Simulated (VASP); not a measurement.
Wanted: the native input for a VASP 6.6.1 run.

* Task: band structure
* Functional: PBE
* Dispersion: D3(BJ)
* Potentials or basis: VASP PAW PBE potentials, release 64 (Sn_d)
* Cutoff: 520 eV
* k mesh: 12 × 12 × 12
* Occupations: gaussian, width 0.03 eV
* Spin: no spin polarisation
* Further INCAR settings: ALGO = Fast; EDIFF = 1e-06; NBANDS = 21

The structure of Sn lies in POSCAR:

```
Sn                                      
1.0
   -2.9248594917      2.9248594917      1.5881672657
    2.9248594917     -2.9248594917      1.5881672657
    2.9248594917      2.9248594917     -1.5881672657
  Sn            
     2
Direct
     0.0000000000000000    0.0000000000000000    0.0000000000000000
     0.7500000000000000    0.2500000000000000    0.5000000000000000
```

The input as run:

INCAR

```
PREC     = Accurate       # precision mode
ENCUT    = 520            # plane-wave cutoff, eV
EDIFF    = 1E-6           # SCF threshold, eV
ISMEAR   = 0              # smearing method
SIGMA    = 0.03           # smearing width, eV
LREAL    = False          # projectors in reciprocal space
LASPH    = True           # aspherical terms in the spheres
NELM     = 80             # most SCF steps
ALGO     = Fast           # electronic algorithm
ISIF     = 2              # what is computed and relaxed
LWAVE    = False          # write WAVECAR
LCHARG   = False          # write CHGCAR
GGA      = PE             # functional
IVDW     = 12             # dispersion correction
NBANDS   = 21             # bands
ICORELEVEL= 1
```

KPOINTS

```
regular mesh
0
Gamma
  12 12 12
```

KPOINTS_OPT

```
explicit points
142
Reciprocal
 0.0000000000  0.0000000000  0.0000000000 1
 0.0000000000  0.0000000000  0.0357142857 1
 0.0000000000  0.0000000000  0.0714285714 1
 0.0000000000  0.0000000000  0.1071428571 1
 0.0000000000  0.0000000000  0.1428571429 1
 0.0000000000  0.0000000000  0.1785714286 1
[... 134 lines left out ...]
 0.3244985517  0.3244985517 -0.3244985517 1
-0.3244985517  0.6755014483  0.3244985517 1
```

Potentials or basis: VASP PAW PBE potentials, release 64 (Sn_d).

Launch:

```sh
$ cat potpaw_PBE.64/Sn_d/POTCAR > POTCAR
$ mpirun -np 1 vasp_std > vasp.out
```

It gave:

```json
{
  "Pressure": "0.0 GPa",
  "Band gap along the path": "none (metal or under the smearing width)",
  "Dispersion energy per atom": "-0.389 eV"
}
```

Caveat: spin-orbit coupling is left out, which moves the levels of the heavy elements; pairwise dispersion overbinds metals, which lowers pressure and volume.

It took 2.6 min on 1 thread of Intel(R) Xeon(R) Platinum 8488C (Sapphire Rapids), with other jobs on the host, peak memory 0.4 GiB.
